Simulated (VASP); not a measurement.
Input:

```yaml
crystal:
  lattice:
    - [6.14353, 0.00000, 0.00000]
    - [0.00000, 6.14353, 0.00000]
    - [0.00000, 0.00000, 6.14353]
  atoms:
    - { symbol: Cs, position: [0.00000, 0.00000, 0.00000] }
    - { symbol: Sn, position: [0.50000, 0.50000, 0.50000] }
    - { symbol: I, position: [0.50000, 0.00000, 0.50000] }
    - { symbol: I, position: [0.00000, 0.50000, 0.50000] }
    - { symbol: I, position: [0.50000, 0.50000, 0.00000] }
```

All values below come from LDA (Ceperley-Alder, Perdew-Zunger), VASP's LDA PAW potentials (set 64) (plane waves; VASP). Run with 520 eV cut-off, 4×4×4 Γ-centred mesh, Gaussian smearing of 0.050 eV, potentials Cs_sv Sn_d I.

Unless said otherwise, spin-orbit coupling is left out, though it shifts the bands of the heavy elements here.

Problem. What does the run give for the energy per atom (σ→0), band gap (on the k-mesh) with the smallest direct gap where there is one?

Solution. 
```yaml
band gap (on the k-mesh): 0.13 eV
smallest direct gap (on the k-mesh): 0.13 eV
energy per atom (σ→0): -3.196 eV/atom
```

Total energies compare only between runs with the same potentials, cut-off and functional.

The compound is CsSnI3 in the cubic perovskite structure, the ideal cubic form; the compound distorts at low or room temperature. This cell is one point of a volume scan, at 1.06 of the reference volume.
